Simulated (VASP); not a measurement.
```
FeO
1.0
    4.33000     2.16500     2.16500
    2.16500     4.33000     2.16500
    2.16500     2.16500     4.33000
Fe O
2 2
Direct
  0.00000   0.00000   0.00000
  0.50000   0.50000   0.50000
  0.25000   0.25000   0.25000
  0.75000   0.75000   0.75000
```
Starting moments (μB, in the order of the record's atoms Fe Fe O O): 4.0 -4.0 0.0 0.0.

Computed with PBE GGA, VASP's PBE PAW potentials (set 64) (plane waves; VASP). Run with 520 eV cut-off, 6×6×6 Γ-centred mesh, Gaussian smearing of 0.050 eV, potentials Fe O.

### Question
Give the stress tensor in GPa (positive for a compressed cell).

### Answer

```
-3.97   3.46   3.46
 3.46  -3.97   3.46
 3.46   3.46  -3.97
```
The pressure is its mean diagonal, -3.97 GPa.

The compound is FeO in the rock salt, AFM-II order structure. The cell was not relaxed at this level. The k-mesh is coarse (spacing up to 0.40 per Å, 2π included), so the numbers may not be converged in it.
